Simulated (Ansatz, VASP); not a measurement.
# LiH45C31S6N10O18F18: VASP beside Ansatz

Wanted: the spread between two codes on one cell, functional and k mesh. Of the first pair: The structure shown is frame 92 of Ansatz's trajectory.

Method: plane waves, with VASP 6.6.1 beside it; single point at LDA, in Ansatz 0.2.0.

## Step 1: Set-up

The cell holds 129 atoms: 31 C, 10 N, 45 H, 18 O, 6 S, 18 F and 1 Li. Its edges and angles: a = 11.596 Å, b = 11.596 Å, c = 11.596 Å, α = 90.0°, β = 90.0°, γ = 90.0°. As first built, before any earlier steps moved the atoms (in the runner's words): 5 MMIM+, 6 triflate, 1 Li+ placed at random, at 1.48 g/cm^3; overlaps pushed apart, then 10 ps at 700 K with Joung-Cheatham ions (J. Phys. Chem. B 112, 9020 (2008)); MMFF94 bonds, angles, torsions, charges and radii (Halgren, J. Comput. Chem. 17, 490 (1996)) in harmonic and 12-6 forms; charges of ions scaled by 0.8. Snapshot after 30 ps at 300 K and fixed volume.

## Step 2: Ansatz: dynamics, LDA

Ansatz runs on its default PAW (the set named soft_2) files.

One frame of this run of dynamics is then solved in both programs, so the motion causes no difference.

File input.yaml:

```yaml
crystal:
  lattice:
    - [11.59625, 0.0, 0.0]
    - [0.0, 11.59625, 0.0]
    - [0.0, 0.0, 11.59625]
  atoms:
    - { symbol: C, position: [0.68968, 0.82253, 0.68086] }
    - { symbol: "N", position: [0.77977, 0.8186, 0.77002] }
    - { symbol: C, position: [0.89737, 0.8178, 0.74296] }
    - { symbol: C, position: [0.9557, 0.80336, 0.84274] }
    - { symbol: "N", position: [0.87198, 0.8121, 0.92867] }
    - { symbol: C, position: [0.89854, 0.797, 0.05281] }
    - { symbol: C, position: [0.76481, 0.80639, 0.88215] }
    - { symbol: H, position: [0.70762, 0.7494, 0.62298] }
    - { symbol: H, position: [0.69517, 0.8966, 0.63348] }
    - { symbol: H, position: [0.60555, 0.80958, 0.70978] }
    - { symbol: H, position: [0.93396, 0.82123, 0.65794] }
    - { symbol: H, position: [0.04266, 0.79167, 0.8751] }
    - { symbol: H, position: [0.90838, 0.70932, 0.06261] }
    - { symbol: H, position: [0.82781, 0.83865, 0.09024] }
    - { symbol: H, position: [0.97543, 0.84275, 0.08904] }
    - { symbol: H, position: [0.68256, 0.80906, 0.92902] }
    - { symbol: C, position: [0.48715, 0.40768, 0.72098] }
    - { symbol: "N", position: [0.37193, 0.4481, 0.73802] }
    - { symbol: C, position: [0.33824, 0.56318, 0.74604] }
    - { symbol: C, position: [0.22745, 0.56044, 0.78495] }
    - { symbol: "N", position: [0.19274, 0.44712, 0.77924] }
    - { symbol: C, position: [0.07684, 0.41556, 0.80268] }
    - { symbol: C, position: [0.28659, 0.37888, 0.75981] }
    - { symbol: H, position: [0.49708, 0.33018, 0.76441] }
    - { symbol: H, position: [0.54639, 0.48043, 0.73851] }
    - { symbol: H, position: [0.49536, 0.37722, 0.63287] }
    - { symbol: H, position: [0.40652, 0.62134, 0.74081] }
    - { symbol: H, position: [0.16195, 0.62753, 0.79263] }
    - { symbol: H, position: [0.06811, 0.38853, 0.88549] }
    - { symbol: H, position: [0.05783, 0.34289, 0.74427] }
    - { symbol: H, position: [0.02117, 0.48229, 0.7688] }
    - { symbol: H, position: [0.28337, 0.2848, 0.76403] }
    - { symbol: C, position: [0.39421, 0.5918, 0.41074] }
    - { symbol: "N", position: [0.48535, 0.66976, 0.37129] }
    - { symbol: C, position: [0.59155, 0.62884, 0.32967] }
    - { symbol: C, position: [0.65934, 0.72111, 0.30727] }
    - { symbol: "N", position: [0.58758, 0.81826, 0.32756] }
    - { symbol: C, position: [0.6294, 0.93166, 0.32056] }
    - { symbol: C, position: [0.48511, 0.78404, 0.3731] }
    - { symbol: H, position: [0.42725, 0.50335, 0.42188] }
    - { symbol: H, position: [0.32682, 0.59558, 0.34436] }
    - { symbol: H, position: [0.34833, 0.63025, 0.48683] }
    - { symbol: H, position: [0.60311, 0.53608, 0.32118] }
    - { symbol: H, position: [0.74337, 0.73014, 0.26401] }
    - { symbol: H, position: [0.67154, 0.94837, 0.4031] }
    - { symbol: H, position: [0.54892, 0.98398, 0.30265] }
    - { symbol: H, position: [0.69535, 0.94111, 0.24898] }
    - { symbol: H, position: [0.41523, 0.83859, 0.40401] }
    - { symbol: C, position: [0.70525, 0.12215, 0.02384] }
    - { symbol: "N", position: [0.80489, 0.12771, 0.94656] }
    - { symbol: C, position: [0.91748, 0.13762, 0.98526] }
    - { symbol: C, position: [0.98134, 0.12886, 0.88599] }
    - { symbol: "N", position: [0.9076, 0.12436, 0.79536] }
    - { symbol: C, position: [0.93578, 0.11627, 0.67383] }
    - { symbol: C, position: [0.80048, 0.1196, 0.83463] }
    - { symbol: H, position: [0.73041, 0.08174, 0.09765] }
    - { symbol: H, position: [0.63802, 0.07056, 0.97976] }
    - { symbol: H, position: [0.66411, 0.20389, 0.04688] }
    - { symbol: H, position: [0.93257, 0.15003, 0.07591] }
    - { symbol: H, position: [0.07205, 0.14253, 0.86123] }
    - { symbol: H, position: [0.95091, 0.19969, 0.63151] }
    - { symbol: H, position: [0.85968, 0.06413, 0.6329] }
    - { symbol: H, position: [0.01565, 0.06485, 0.67039] }
    - { symbol: H, position: [0.72791, 0.09862, 0.78232] }
    - { symbol: C, position: [0.05087, 0.66281, 0.50303] }
    - { symbol: "N", position: [0.08815, 0.57335, 0.41982] }
    - { symbol: C, position: [0.11799, 0.46432, 0.45666] }
    - { symbol: C, position: [0.11925, 0.39953, 0.35769] }
    - { symbol: "N", position: [0.09744, 0.47345, 0.26303] }
    - { symbol: C, position: [0.08913, 0.44211, 0.14264] }
    - { symbol: C, position: [0.0726, 0.57697, 0.30386] }
    - { symbol: H, position: [0.04052, 0.74288, 0.44906] }
    - { symbol: H, position: [0.11587, 0.66647, 0.56706] }
    - { symbol: H, position: [0.96702, 0.63215, 0.54113] }
    - { symbol: H, position: [0.1164, 0.4509, 0.54847] }
    - { symbol: H, position: [0.13623, 0.30999, 0.34194] }
    - { symbol: H, position: [0.02647, 0.50172, 0.10517] }
    - { symbol: H, position: [0.05018, 0.35208, 0.14742] }
    - { symbol: H, position: [0.17053, 0.4451, 0.1021] }
    - { symbol: H, position: [0.02472, 0.64456, 0.25959] }
    - { symbol: O, position: [0.25856, 0.77101, 0.92626] }
    - { symbol: S, position: [0.26644, 0.75012, 0.04782] }
    - { symbol: O, position: [0.35992, 0.66796, 0.07125] }
    - { symbol: O, position: [0.15507, 0.72472, 0.10015] }
    - { symbol: C, position: [0.30997, 0.88756, 0.11853] }
    - { symbol: F, position: [0.23026, 0.97636, 0.11345] }
    - { symbol: F, position: [0.40115, 0.93059, 0.05817] }
    - { symbol: F, position: [0.34268, 0.88652, 0.23281] }
    - { symbol: O, position: [0.57739, 0.5388, 0.94282] }
    - { symbol: S, position: [0.66816, 0.52179, 0.03076] }
    - { symbol: O, position: [0.62841, 0.458, 0.13116] }
    - { symbol: O, position: [0.72636, 0.6264, 0.06643] }
    - { symbol: C, position: [0.78282, 0.4305, 0.96746] }
    - { symbol: F, position: [0.88188, 0.48828, 0.93314] }
    - { symbol: F, position: [0.73817, 0.37012, 0.87691] }
    - { symbol: F, position: [0.82147, 0.35135, 0.0498] }
    - { symbol: O, position: [0.956, 0.85535, 0.28796] }
    - { symbol: S, position: [0.9343, 0.97038, 0.33319] }
    - { symbol: O, position: [0.88501, 0.96835, 0.44543] }
    - { symbol: O, position: [0.86397, 0.03282, 0.25394] }
    - { symbol: C, position: [0.07831, 0.0397, 0.34615] }
    - { symbol: F, position: [0.15926, 0.95585, 0.33307] }
    - { symbol: F, position: [0.10254, 0.09381, 0.44486] }
    - { symbol: F, position: [0.1024, 0.11162, 0.2557] }
    - { symbol: O, position: [0.15518, 0.86683, 0.70433] }
    - { symbol: S, position: [0.26577, 0.90267, 0.66391] }
    - { symbol: O, position: [0.25023, 0.9767, 0.56409] }
    - { symbol: O, position: [0.3454, 0.80792, 0.64732] }
    - { symbol: C, position: [0.3325, 0.99699, 0.77902] }
    - { symbol: F, position: [0.28202, 0.98456, 0.88661] }
    - { symbol: F, position: [0.33052, 0.11639, 0.75444] }
    - { symbol: F, position: [0.44764, 0.97033, 0.79601] }
    - { symbol: O, position: [0.7025, 0.48403, 0.57356] }
    - { symbol: S, position: [0.77612, 0.38269, 0.57544] }
    - { symbol: O, position: [0.72173, 0.28536, 0.63747] }
    - { symbol: O, position: [0.8959, 0.40039, 0.61572] }
    - { symbol: C, position: [0.78943, 0.33827, 0.42482] }
    - { symbol: F, position: [0.84385, 0.41405, 0.34628] }
    - { symbol: F, position: [0.68732, 0.3099, 0.37104] }
    - { symbol: F, position: [0.86223, 0.24421, 0.42353] }
    - { symbol: O, position: [0.41037, 0.21764, 0.9382] }
    - { symbol: S, position: [0.33242, 0.27738, 0.01607] }
    - { symbol: O, position: [0.21028, 0.24754, 0.99484] }
    - { symbol: O, position: [0.36019, 0.39869, 0.01878] }
    - { symbol: C, position: [0.37721, 0.22569, 0.15982] }
    - { symbol: F, position: [0.33707, 0.12158, 0.18212] }
    - { symbol: F, position: [0.34907, 0.29643, 0.24848] }
    - { symbol: F, position: [0.49182, 0.20908, 0.15808] }
    - { symbol: Li, position: [0.44565, 0.53657, 0.04637] }
kpoints:
  mp_grid: { grid: [1, 1, 1] }
hamiltonian:
  xc: lda
scf:
  occupations: { method: fixed }
output:
  forces: true
md:
  timestep: 0.5
  n_steps: 276
  ensemble: nve
  temperature: 300
  initial_velocities: maxwell_boltzmann
  seed: 7479
```

Run with:

```console
$ ansatz run input.yaml --threads 4 --pin off --max-ram 8192MiB --backend cpu --events-out ev --progress --plain --runs-dir out
```

Numbers of over 12 decimals in the logs are rounded to 6 here.

Output:

```text
Warning: md: disabling space-group detection — thermal motion breaks the input geometry's symmetry, so no spatial operation reduces the k-mesh or symmetrises the density; time reversal is kept, so that k and −k are solved as one point where they differ and the mesh holds both, and exact exchange and, on two spinor components, a DFT+U term hold to it where the run has them: on two components no moment then forms, and  [...]
Engine: ansatz 0.2.0, aarch64-unknown-linux-gnu
Pseudopotentials: kind: paw
Pseudopotential: C, paw, valence charge 4, recommended cutoff 420 eV (normal), C.paw.azcp
Pseudopotential: N, paw, valence charge 5, recommended cutoff 420 eV (normal), N.paw.azcp
Pseudopotential: H, paw, valence charge 1, recommended cutoff 420 eV (normal), H.paw.azcp
Pseudopotential: O, paw, valence charge 6, recommended cutoff 420 eV (normal), O.paw.azcp
Pseudopotential: S, paw, valence charge 6, recommended cutoff 420 eV (normal), S.paw.azcp
Pseudopotential: F, paw, valence charge 7, recommended cutoff 420 eV (normal), F.paw.azcp
Pseudopotential: Li, paw, valence charge 3, recommended cutoff 420 eV (normal), Li.paw.azcp
Functional definition: SPW92
  exchange = slater_x
  correlation = pw_c
Crystal: 129 atoms, lattice volume = 1559.383 Å³
Basis set: ecut = 420 eV, 30551 PW (Γ)
Bands: 375, of which v1, the nominal top of the filled ones, is band 246 counted from 1 (245 counted from 0)
Symmetry: 1 space group operations
k-points: 1
Non-local potential: C, projectors of the file, l = 0: 2, l = 1: 2, l = 2: 1
Non-local potential: N, projectors of the file, l = 0: 2, l = 1: 2, l = 2: 1
Non-local potential: H, projectors of the file, l = 0: 2, l = 1: 1
Non-local potential: O, projectors of the file, l = 0: 2, l = 1: 2, l = 2: 1
Non-local potential: S, projectors of the file, l = 0: 2, l = 1: 2, l = 2: 2
Non-local potential: F, projectors of the file, l = 0: 2, l = 1: 2, l = 2: 1
Non-local potential: Li, projectors of the file, l = 0: 3, l = 1: 2, l = 2: 1
PAW form: soft (Blöchl's): semilocal exchange-correlation on the pseudo side does not see the compensation charge
PAW frozen core: C, regenerated for the run's functional, and the local potential with it (the file was generated under x = pbe(κ = 0.804, μ = 0.219515), c = pbe(β = 0.066725))
PAW frozen core: N, regenerated for the run's functional, and the local potential with it (the file was generated under x = pbe(κ = 0.804, μ = 0.219515), c = pbe(β = 0.066725))
PAW frozen core: O, regenerated for the run's functional, and the local potential with it (the file was generated under x = pbe(κ = 0.804, μ = 0.219515), c = pbe(β = 0.066725))
PAW frozen core: S, regenerated for the run's functional, and the local potential with it (the file was generated under x = pbe(κ = 0.804, μ = 0.219515), c = pbe(β = 0.066725))
PAW frozen core: F, regenerated for the run's functional, and the local potential with it (the file was generated under x = pbe(κ = 0.804, μ = 0.219515), c = pbe(β = 0.066725))
PAW one-centre angular grid: C, 110 points (default); XC on 64 Gauss nodes
PAW one-centre angular grid: N, 110 points (default); XC on 64 Gauss nodes
PAW one-centre angular grid: H, 110 points (default); XC on 64 Gauss nodes
PAW one-centre angular grid: O, 110 points (default); XC on 64 Gauss nodes
PAW one-centre angular grid: S, 110 points (default); XC on 64 Gauss nodes
PAW one-centre angular grid: F, 110 points (default); XC on 64 Gauss nodes
PAW one-centre angular grid: Li, 110 points (default); XC on 64 Gauss nodes
Initial density: superposition of atomic densities (neutral atoms: chi_scale 0, normalization atom), corrected by the library's trained network
Initial wavefunctions: pseudopotential atomic-orbital guess
Functional: x = slater, c = lda
SCF iter   1: F=—  HF=-41653.507934 eV  |F-HF|=—  |Δ(HF+E_count)|=         —  Δρ=1.04e-2  dr2=1.35e0  ethr=1.77e-3  ⟨swp⟩=4.0  Hψ=1257  notcnv=0  defer=124
preconditioner: auto → Resta (q_TF=auto, 2.251 Å⁻¹)  ε∞=2.7  [insulator: Δε(μ)=3.795 eV  Ē_g=15.535 eV  n_scr=304 (ndim 8)  ℏωp=20.0 eV  f_vac=0.274  ε∞_Penn≈2.7]
SCF iter   2: F=—  HF=-41653.115654 eV  |F-HF|=—  |Δ(HF+E_count)|=   3.92e-1  Δρ=4.15e-3  dr2=1.99e-1  ethr=2.74e-4  ⟨swp⟩=2.0  Hψ=563  notcnv=0  defer=127
SCF iter   3: F=—  HF=-41653.060597 eV  |F-HF|=—  |Δ(HF+E_count)|=   5.51e-2  Δρ=1.91e-3  dr2=5.97e-2  ethr=4.04e-5  ⟨swp⟩=2.0  Hψ=461  notcnv=0  defer=72
[...]
SCF iter   5: F=—  HF=-41654.543354 eV  |F-HF|=—  |Δ(HF+E_count)|=   6.05e-5  Δρ=2.80e-5  dr2=1.44e-5  ethr=2.02e-8  ⟨swp⟩=2.0  Hψ=479  notcnv=0  defer=66
SCF iter   6: F=—  HF=-41654.543355 eV  |F-HF|=—  |Δ(HF+E_count)|=   1.06e-6  Δρ=1.43e-5  dr2=3.85e-6  ethr=2.93e-9  ⟨swp⟩=2.0  Hψ=479  notcnv=0  defer=66
SCF iter   7: F=—  HF=-41654.543356 eV  |F-HF|=—  |Δ(HF+E_count)|=   2.55e-7  Δρ=4.55e-6  dr2=4.70e-7  ethr=7.82e-10  ⟨swp⟩=2.0  Hψ=479  notcnv=0  defer=66
SCF iter   8: F=—  HF=-41654.543356 eV  |F-HF|=—  |Δ(HF+E_count)|=   2.63e-7  Δρ=2.49e-6  dr2=1.16e-7  ethr=2.03e-11  ⟨swp⟩=5.0  Hψ=1020  notcnv=0
SCF iter   9: F=-41654.543356 eV  HF=-41654.543356 eV  |F-HF|=9.63e-9  |Δ(HF+E_count)|=   3.42e-8  Δρ=8.70e-7  dr2=1.37e-8  ethr=2.03e-11  ⟨swp⟩=4.0  Hψ=930  notcnv=0
SCF 277 converged in 9 iterations: F = -41654.543356 eV  dr2 = 1.37e-8
md step   276: t =   138.00 fs  T =   390.2 K  F+E_penalty+E_count = -41654.54335594 eV  E_kin = 6.456035 eV  conserved = -41648.08732118 eV  (9 SCF iters)
SCF converged after 9 iterations
Free energy (F): -41654.543356 eV
Harris-Foulkes:  -41654.543356 eV  (|F-HF|=9.63e-9)
Internal energy: -41654.543356 eV  (E = F + TS)
E sigma→0 (E₀):  -41654.543356 eV
Fermi energy:    -0.497598 eV
--- Per-component energies (eV) ---
  E_band       = -4492.000616
  E_kinetic    = 12300.709194
  E_local      = -47086.017566  (includes V_loc(G=0)·N_el)
  E_nonlocal   = 3816.711399
  E_hartree    = 17983.733152
  E_xc         = -5717.648848
  E_vxc        = -7090.095339  (∫ρ·V_xc dr)
  E_paw        = -13522.936837  (= ΣΔE_a)
  E_vpaw       = -2400.797953  (= ΣTr[D̂ρ^β])
  E_aug_tail   = 0.024463  (compensation charges beyond the density's cutoff)
  E_ewald      = -9436.568864
  E_core_change = 7.450551  (= ΣΔE_core)
  E_smearing   = -0.000000  (= −TS)
  E_closure    = -0.000000  (closes the sum)
  Σ components = -41654.543356   (vs F -41654.543356, Δ=0.00e0)
--- Forces (eV/Å), atoms counted from 1 ---
  atom   1  C      1.54270209     0.83176387     0.61225849
  atom   2  N      0.69093773    -0.26207689     1.19892128
  atom   3  C      0.73967304     0.06325118    -0.62971009
  atom   4  C     -0.33533665    -1.18758838     1.80130975
  atom   5  N      1.05684940     1.24285345    -0.68127906
  atom   6  C     -0.14349212     0.62632087     0.73674389
  atom   7  C     -2.81808137     0.32692470    -1.00807277
  atom   8  H     -0.33197769    -1.11029774    -1.01694269
  atom   9  H     -0.11550858     0.78377990    -0.75714936
  atom  10  H     -0.71151084    -0.40275848     1.10610583
  atom  11  H     -0.50250187    -0.00624212     0.15486189
  atom  12  H      0.22168878     0.21950006    -0.69638730
  atom  13  H      0.63799235     0.30588647    -0.90521860
  atom  14  H     -0.38726105     0.33213763    -0.02815512
  atom  15  H      0.19161234    -1.83549883     0.35282377
  atom  16  H      0.14018893    -0.36722329    -0.33475773
  atom  17  C     -0.94501033    -0.69450206    -1.14862796
  atom  18  N      0.52387662    -0.09348900     0.15077663
  atom  19  C      0.08718682    -1.98153685    -0.54105475
  atom  20  C     -1.60711084     0.48751834     1.55811326
  atom  21  N     -0.77643951     1.70010085    -1.02021163
  atom  22  C      1.77416444    -1.03138471     1.25451457
  atom  23  C      1.66398917    -0.49348183    -0.45428043
  atom  24  H     -0.58790835     0.80584321     0.75275213
[...]
atom 122  S     -2.55563065    -2.40925758     0.04306992
  atom 123  O      1.76755444     2.11149666     0.43547987
  atom 124  O     -0.62621210     0.40383528     0.82915164
  atom 125  C     -0.57616643    -3.28732881    -0.90167075
  atom 126  F     -0.01208728     1.35808301    -0.23082938
  atom 127  F     -0.29908271     1.70585088     1.40840021
  atom 128  F      0.66419344     0.45933294    -0.26226998
  atom 129  Li     0.26076275     0.42028915     0.25139772
  max |Σ_I F_I| component: 2.98e-4 eV/Å
--- MD trajectory: 276 steps, t = 0.0 → 138.0 fs ---
  final state: T = 390.2 K   F+E_penalty+E_count = -41654.54335594 eV   E_kin = 6.456035 eV
  conserved energy: peak-to-peak 1.466e-2 eV (1.136e-4 eV/atom) over 138.0 fs
```

The column dr2 measures how far the density is from self-consistency, as an energy; F and HF (Harris–Foulkes) agree once it is small.

[end of part 1 of 3]

[Lines on the potential files, build, host, timing and source positions are cut from VASP's logs without a mark.]

[Logs are printed without paths, hosts, clocks, repeated set-up lines and the standing remarks that a program may print on its own settings, such as how far it seeks lower states.]

[Hosts, paths, dates, database ids (printed as entryN), source tags and the programs' standing remarks are cut or masked in the printed files.]

[The MMFF94 radii named for the starting cell were scaled by 0.96; in molecules described by MMFF94, hydrogen bound to N, O or S took a small fixed 12-6 site in their place.]
